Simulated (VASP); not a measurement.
Input of a VASP 6.6.1 run:

Contents of INCAR:

```
PREC = Accurate
ENCUT = 600
EDIFF = 1E-6
ISMEAR = -1
SIGMA = 0.05
LREAL = False
LASPH = True
NELM = 80
ALGO = Normal
ISIF = 3
LWAVE = False
LCHARG = False
GGA = CX
LUSE_VDW = True
AGGAC = 0.0
IBRION = 2
NSW = 40
EDIFFG = -0.005
```

Contents of KPOINTS:

```
Automatic mesh
0
Gamma
  8 8 8
```

POSCAR

```
AlCl
1.0
    0.0000000000      2.8486347600      2.8486347600
    2.8486347600      0.0000000000      2.8486347600
    2.8486347600      2.8486347600      0.0000000000
Al Cl
1 1
Direct
    0.5000000000      0.5000000000      0.5000000000
    0.0000000000      0.0000000000      0.0000000000
```

Potentials or basis: VASP PAW PBE potentials, release 64 (Al, Cl).

Command:

```sh
$ cat potpaw_PBE.64/Al/POTCAR potpaw_PBE.64/Cl/POTCAR > POTCAR
$ mpirun -np 1 vasp_std > vasp.out
```

(1) Predict the space group after relaxing (to 0.05 Å).

(2) What does it give for the band gap on the k mesh?

## Answers

(1) Fm-3m (No. 225).

(2) 0.32 eV, direct.
